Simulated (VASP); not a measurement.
# HoBi: Ho into a neighbouring Ho vacancy, part 2 of 4

Aim: the barrier for one hop in HoBi: Ho into a neighbouring Ho vacancy. The start is a cell from a database of measured crystal structures.

VASP 6.6.1; LDA, 4f electrons in the core; plane waves and PAW (Bi, Ho_3).

Still holding for the runs below: The data set Ho_3 holds the 4f electrons frozen in the core, so no f bands or f moments appear.

So far. Step 2 (Relax the host): The run ended after 3 ionic steps, 0.015 eV below its first step, once forces and stress met EDIFFG = -0.02.

### 3. Relax the start

System of this step: Ho7Bi8. The cell holds 15 atoms: 8 Bi and 7 Ho. Cell: a = 8.703 Å, b = 8.703 Å, c = 8.703 Å, α = 60.0°, β = 60.0°, γ = 60.0°. It derives from HoBi. Nearest the centre at fractional (0.000, 0.000, 0.250): Ho9 at 2.11 Å, Bi5 at 2.17 Å, Bi3 at 2.19 Å, Ho11 at 3.75 Å, Bi8 at 3.76 Å, Ho10 at 3.77 Å, Ho12 at 3.77 Å, Ho13 at 3.77 Å.

A path needs two true minima; the start is relaxed with symmetry off.

File INCAR:

```
SYSTEM = Ho7Bi8
PREC = Normal
ENCUT = 280
EDIFF = 1E-05
NELM = 120
ISMEAR = 1
SIGMA = 0.15
LREAL = Auto
ALGO = Fast
GGA = CA
NBANDS = 66
LORBIT = 11
LWAVE = .FALSE.
LCHARG = .FALSE.
KPAR = 3
IBRION = 2
NSW = 60
ISIF = 2
EDIFFG = -0.05
POTIM = 0.4
MAXMIX = 40
ISYM = 0
```

File POSCAR:

```
Ho7Bi8
1.0
    0.0000000000      6.1536149806      6.1536149806
    6.1536149806      0.0000000000      6.1536149806
    6.1536149806      6.1536149806      0.0000000000
Bi Ho
8 7
Direct
    0.2513105647      0.2497633962      0.2513597946
    0.2543143545      0.2471364173      0.7486281626
    0.2524093866      0.7487755182      0.2494793182
    0.2504566466      0.7513202374      0.7496357292
    0.7501485709      0.2482844824      0.2493219519
    0.7486161291      0.2504333507      0.7515129726
    0.7508659274      0.7491605356      0.2482981664
    0.7541867927      0.7490851842      0.7500190727
    0.0010520274     -0.0016200580      0.4928084489
    0.0013864295      0.4993198933     -0.0006920637
   -0.0058623501      0.5046350877      0.5022481468
    0.4988088217      0.0033462152      0.0032930420
    0.4984292094      0.0021150715      0.4962143451
    0.4967180384      0.5010613915     -0.0007070824
    0.4984221016      0.5012585090      0.4985073403
```

File KPOINTS:

```
Automatic mesh
0
Gamma
3 3 3
0 0 0
```

The projector-augmented-wave data sets are Bi and Ho_3 (PBE family, release 64).

Run with:

```console
> mpirun -np 3 vasp_std
```

The program printed:

```text
[banner, memory and clock lines left out]
running    3 mpi-ranks, on    1 nodes
 distrk:  each k-point on    1 cores,    3 groups
 distr:  one band on    1 cores,    1 groups

 POSCAR found type information on POSCAR BiHo
 POSCAR found :  2 types and      15 ions
 [... a notice as in an earlier step ...]

 LDA part: xc-table for (Slater(with rela. corr.)+CA(PZ))
 , standard interpolation
 POSCAR, INCAR and KPOINTS ok, starting setup
 FFT: planning ... GRIDC
 FFT: planning ... GRID_SOFT
 FFT: planning ... GRID
 WAVECAR not read
 entering main loop
       N       E                     dE             d eps       ncg     rms          rms(c)
DAV:   1     0.593203082280E+03    0.59320E+03   -0.29561E+04  2392   0.884E+02
DAV:   2     0.223665878245E+02   -0.57084E+03   -0.54759E+03  2772   0.530E+02
DAV:   3    -0.745293546722E+02   -0.96896E+02   -0.92426E+02  3160   0.138E+02
DAV:   4    -0.837201534391E+02   -0.91908E+01   -0.90200E+01  3352   0.490E+01
DAV:   5    -0.841311260330E+02   -0.41097E+00   -0.40777E+00  3216   0.106E+01    0.548E+01
RMM:   6    -0.833206862115E+02    0.81044E+00   -0.13318E+00  2581   0.501E+00    0.332E+01
RMM:   7    -0.832473268959E+02    0.73359E-01   -0.25301E+00  2608   0.524E+00    0.162E+00
RMM:   8    -0.831928250870E+02    0.54502E-01   -0.34304E-01  2349   0.226E+00    0.759E-01
RMM:   9    -0.831996237940E+02   -0.67987E-02   -0.99184E-02  2967   0.920E-01    0.877E-01
RMM:  10    -0.832012266594E+02   -0.16029E-02   -0.16302E-02  2995   0.329E-01    0.110E+00
RMM:  11    -0.832010009491E+02    0.22571E-03   -0.45138E-03  2745   0.218E-01    0.835E-01
RMM:  12    -0.832008062377E+02    0.19471E-03   -0.16338E-03  2750   0.140E-01    0.639E-01
RMM:  13    -0.832005942671E+02    0.21197E-03   -0.66554E-04  2353   0.737E-02    0.504E-01
RMM:  14    -0.832005176469E+02    0.76620E-04   -0.27077E-04  2038   0.764E-02    0.446E-01
RMM:  15    -0.832004675011E+02    0.50146E-04   -0.12546E-04  1718   0.575E-02    0.407E-01
RMM:  16    -0.832004241115E+02    0.43390E-04   -0.52269E-05  1492   0.487E-02    0.376E-01
RMM:  17    -0.832003471950E+02    0.76916E-04   -0.40005E-05  1376   0.430E-02    0.318E-01
RMM:  18    -0.832002156491E+02    0.13155E-03   -0.13151E-04  1662   0.412E-02    0.158E-01
RMM:  19    -0.832002035048E+02    0.12144E-04   -0.20713E-05  1295   0.397E-02    0.132E-01
RMM:  20    -0.832001926193E+02    0.10885E-04   -0.15551E-05  1200   0.352E-02    0.108E-01
RMM:  21    -0.832001843171E+02    0.83022E-05   -0.13973E-05  1211   0.258E-02
   1 F= -.83200184E+02 E0= -.83204271E+02  d E =-.832002E+02
 curvature:   0.00 expect dE= 0.000E+00 dE for cont linesearch  0.000E+00
 trial: gam= 0.00000 g(F)=  0.372E-01 g(S)=  0.000E+00 ort = 0.000E+00 (trialstep = 0.100E+01)
 search vector abs. value=  0.372E-01
 bond charge predicted
       N       E                     dE             d eps       ncg     rms          rms(c)
DAV:   1    -0.832143304849E+02   -0.14138E-01   -0.15065E+00  2984   0.922E+00    0.652E-01
RMM:   2    -0.832353055660E+02   -0.20975E-01   -0.16852E-01  2916   0.187E+00    0.157E+00
RMM:   3    -0.832336145242E+02    0.16910E-02   -0.22840E-02  2912   0.652E-01    0.935E-01
RMM:   4    -0.832323534448E+02    0.12611E-02   -0.35853E-03  2644   0.381E-01    0.693E-01
RMM:   5    -0.832320765927E+02    0.27685E-03   -0.22302E-03  2897   0.155E-01    0.504E-01
RMM:   6    -0.832317202582E+02    0.35633E-03   -0.19573E-03  2651   0.152E-01    0.131E-01
RMM:   7    -0.832317713275E+02   -0.51069E-04   -0.41243E-04  2340   0.804E-02    0.141E-01
RMM:   8    -0.832317248221E+02    0.46505E-04   -0.10614E-04  1757   0.689E-02    0.459E-02
RMM:   9    -0.832317274650E+02   -0.26430E-05   -0.54684E-05  1499   0.581E-02
   2 F= -.83231727E+02 E0= -.83236477E+02  d E =-.315431E-01
[...]
3 F= -.83261512E+02 E0= -.83266749E+02  d E =-.613277E-01
[...]
4 F= -.83268662E+02 E0= -.83273972E+02  d E =-.715027E-02
 trial-energy change:   -0.007150  1 .order   -0.007103   -0.008677   -0.005528
 step:   3.5444(harm=  4.0044)  dis= 0.01947  next Energy=   -83.272781 (dE=-0.113E-01)
 bond charge predicted
       N       E                     dE             d eps       ncg     rms          rms(c)
DAV:   1    -0.832669976160E+02    0.16647E-02   -0.72886E-01  2664   0.557E+00    0.425E-01
RMM:   2    -0.832724153909E+02   -0.54178E-02   -0.62824E-02  2857   0.115E+00    0.133E-01
RMM:   3    -0.832734923623E+02   -0.10770E-02   -0.88495E-03  2905   0.370E-01    0.820E-02
RMM:   4    -0.832736590813E+02   -0.16672E-03   -0.14812E-03  2834   0.156E-01    0.698E-02
RMM:   5    -0.832737013572E+02   -0.42276E-04   -0.46875E-04  2419   0.726E-02    0.634E-02
RMM:   6    -0.832737144378E+02   -0.13081E-04   -0.17463E-04  1774   0.576E-02    0.458E-02
RMM:   7    -0.832737206519E+02   -0.62142E-05   -0.89658E-05  1626   0.680E-02
   5 F= -.83273721E+02 E0= -.83279131E+02  d E =-.122086E-01
 curvature:  -2.23 expect dE=-0.160E-02 dE for cont linesearch -0.207E-03
 trial: gam= 0.00577 g(F)=  0.720E-03 g(S)=  0.000E+00 ort = 0.799E-03 (trialstep = 0.187E+01)
 search vector abs. value=  0.730E-03
 reached required accuracy - stopping structural energy minimisation
```

Run time: 4.9 min. Hardware: 3 MPI ranks of Intel Xeon Platinum 8375C at 2.90GHz (Ice Lake), shared host; peak memory 0.77 GiB.

OUTCAR, selected parts (step 3):

```text
 Found     14 irreducible k-points:

   k-points           NKPTS =     14   k-points in BZ     NKDIM =     14   number of bands    NBANDS=     66

   dimension x,y,z NGX =    36 NGY =   36 NGZ =   36
   dimension x,y,z NGXF=    72 NGYF=   72 NGZF=   72

   ENCUT  =  280.0 eV  20.58 Ry    4.54 a.u.  11.87 11.87 11.87*2*pi/ulx,y,z

   NELECT =     103.0000    total number of electrons

 E-fermi :   4.0810

 k-point     1 :       0.0000    0.0000    0.0000
  band No.  band energies     occupation
    ...
     49       3.8643      2.06007
     50       3.8648      2.06036
     51       4.0513      1.32742
     52       4.0521      1.31886
     53       4.0533      1.30642
     54       5.5467     -0.00000
     55       5.5474     -0.00000
     56       5.5478     -0.00000
     57       5.6769     -0.00000
     58       5.6772     -0.00000
    ...

 k-point     2 :       0.3333    0.0000    0.0000
  band No.  band energies     occupation
    ...
     47       3.3045      2.00000
     48       3.3080      2.00000
     49       3.3570      2.00000
     50       3.6191      2.00012
     51       3.6240      2.00014
     52       4.4273     -0.00521
     53       4.4323     -0.00455
     54       5.0032     -0.00000
     55       5.0052     -0.00000
     56       5.0738     -0.00000
    ...

  Total       -2.2964594     -2.1959786     -2.2098353      0.0032173     -0.0059908     -0.0004154
  in kB       -7.8949319     -7.5494922     -7.5971297      0.0110607     -0.0205957     -0.0014280
  external PRESSURE =      -7.6805179 kB  Pullay stress =       0.0000000 kB

  energy-cutoff  :      280.00
  volume of cell :      466.04
      direct lattice vectors                 reciprocal lattice vectors
     0.000000000  6.153614981  6.153614981    -0.081253052  0.081253052  0.081253052
     6.153614981  0.000000000  6.153614981     0.081253052 -0.081253052  0.081253052
     6.153614981  6.153614981  0.000000000     0.081253052  0.081253052 -0.081253052

 POSITION                                       TOTAL-FORCE (eV/Angst)
 -----------------------------------------------------------------------------------
      3.09174      3.07585      3.07884        -0.011288      0.013779      0.000979
      6.14385      6.15002      3.03483        -0.016398      0.022400     -0.038615
      6.14505      3.03225      6.15401        -0.014254     -0.034923      0.014233
      9.27849      6.13736      6.15420         0.028409      0.028752      0.013801
      3.02716      6.13741      6.15567        -0.021652      0.027945      0.003653
      6.14263      9.27352      6.15572         0.003500      0.046945      0.002276
      6.14271      6.15213      9.27645        -0.007473      0.007085      0.043107
      9.24614      9.22946      9.23230        -0.016631      0.012051      0.001105
      3.06458      3.06428      0.00116         0.012343     -0.011062      0.011870
      9.21529      6.15613      3.08038         0.034024     -0.010577     -0.013976
      6.16940      9.23288      9.23129        -0.029385     -0.029449     -0.000212
      0.01322      3.07774      3.08162        -0.008395     -0.013501     -0.016469
      9.21813      6.15789      9.23293         0.015711     -0.032954     -0.005545
      9.21925      9.21775      6.15744         0.023357     -0.004471     -0.010488
      6.14967      6.15535      6.15660         0.008132     -0.022019     -0.005717
 -----------------------------------------------------------------------------------
    total drift:                                0.001839      0.000460     -0.000430

  FREE ENERGIE OF THE ION-ELECTRON SYSTEM (eV)
  ---------------------------------------------------
  free  energy   TOTEN  =       -83.2737206519 eV

  energy  without entropy=      -83.2899506912  energy(sigma->0) =      -83.27913067

 total charge
# of ion       s       p       d       tot
------------------------------------------
    1        1.658   2.534   0.045   4.237
    2        1.672   2.370   0.042   4.083
    3        1.672   2.368   0.041   4.081
    4        1.672   2.367   0.041   4.080
    5        1.671   2.369   0.041   4.082
    6        1.671   2.371   0.042   4.084
    7        1.671   2.368   0.041   4.081
    8        1.658   2.537   0.045   4.240
    9        0.329   6.591   1.161   8.081
   10        0.329   6.591   1.161   8.081
   11        0.329   6.591   1.161   8.081
   12        0.329   6.590   1.160   8.079
   13        0.329   6.590   1.160   8.079
   14        0.329   6.590   1.160   8.079
   15        0.349   6.500   1.192   8.041
--------------------------------------------------
tot         15.669  65.326   8.495  89.489

[... 1 part as in an earlier step ...]

[... 7 further parts left out ...]
```

CONTCAR:

```
Ho7Bi8
   1.00000000000000
     0.0000000000000000    6.1536149805999996    6.1536149805999996
     6.1536149805999996    0.0000000000000000    6.1536149805999996
     6.1536149805999996    6.1536149805999996    0.0000000000000000
  Bi              Ho
     8     7
Direct
     0.2488745586371671    0.2514561859131411    0.2509704684777279
     0.2470906822584532    0.2460879226147894    0.7523249017331907
     0.2471073581527113    0.7529568711838621    0.2456516654769847
     0.2448214338199287    0.7552736790767401    0.7525372349226376
     0.7528842192731147    0.2474496130424704    0.2444830786433070
     0.7545653126048599    0.2457763582281910    0.7524381523884366
     0.7545059053095093    0.7529745035692448    0.2452535709746335
     0.7487971014351142    0.7515081968172346    0.7510462009985468
     0.0000695005886267    0.0001191221438397    0.4978943630411803
     0.0017237292430123    0.4988572351105477    0.9986842327191675
     0.9989879024952049    0.5011538107632941    0.5014107708864638
     0.4993928700600161    0.0013892471266388    0.0007587952440770
     0.5015494373663957    0.9988578767870915    0.4991448916190111
     0.5001889258493226    0.5004325516060417    0.9977515305301513
     0.5007037133065638    0.4997820582168743    0.4995774875444859
```

This run has no spin polarisation. Its electron count is odd, so without a moment it is a metal by construction.

Relaxation path:

```
step  energy less that of the first step (eV)  largest force (eV/Å)
   1                                   0.0000                0.3422
   2                                  -0.0315                0.2342
   3                                  -0.0613                0.1640
   4                                  -0.0685                0.1002
   5                                  -0.0735                0.0476
```

The atoms that moved most (Å):

```
atom      dx      dy      dz  length
 Bi2   0.016  -0.022  -0.051   0.058
 Bi3   0.002  -0.056  -0.007   0.057
 Ho9   0.042   0.025   0.005   0.049
 Bi6  -0.023   0.042   0.008   0.049
 Bi4   0.042  -0.017  -0.010   0.047
 Bi7   0.005   0.004   0.046   0.046
 Bi5  -0.035  -0.013   0.012   0.039
 Bi8   0.021  -0.027  -0.018   0.039
```

Final coordinates:

```xyz
15
Lattice="0.0000 6.1536 6.1536 6.1536 0.0000 6.1536 6.1536 6.1536 0.0000" Properties=species:S:1:pos:R:3 pbc="T T T"
Bi    3.0917    3.0759    3.0788
Bi    6.1438    6.1500    3.0348
Bi    6.1451    3.0322    6.1540
Bi    9.2785    6.1374    6.1542
Bi    3.0272    6.1374    6.1557
Bi    6.1426    9.2735    6.1557
Bi    6.1427    6.1521    9.2765
Bi    9.2461    9.2295    9.2323
Ho    3.0646    3.0643    0.0012
Ho    3.0617    0.0025    3.0804
Ho    6.1694    3.0793    3.0777
Ho    0.0132    3.0777    3.0816
Ho    3.0645    6.1579    3.0793
Ho    3.0656    3.0641    6.1574
Ho    6.1497    6.1553    6.1566
```

Numbers from this step:

- electronic cycles: 55
- electrons: 103
- free energy (TOTEN): -83.2737 eV
- energy at zero smearing: -83.2791 eV
- Fermi energy: 4.081 eV

The run ended after 5 ionic steps, 0.074 eV below its first step, once the forces on the free atoms met EDIFFG = -0.05.

(Part 2 of 4 ends here.)

[Lines on the potential files, build, host, timing and source positions are cut from VASP's logs without a mark.]

[Logs are printed without paths, hosts, clocks, repeated set-up lines and the standing remarks that a program may print on its own settings, such as how far it seeks lower states.]

[Hosts, paths, dates, database ids (printed as entryN), source tags and the programs' standing remarks are cut or masked in the printed files.]

[Runs that stopped without an error message from VASP are left out.]
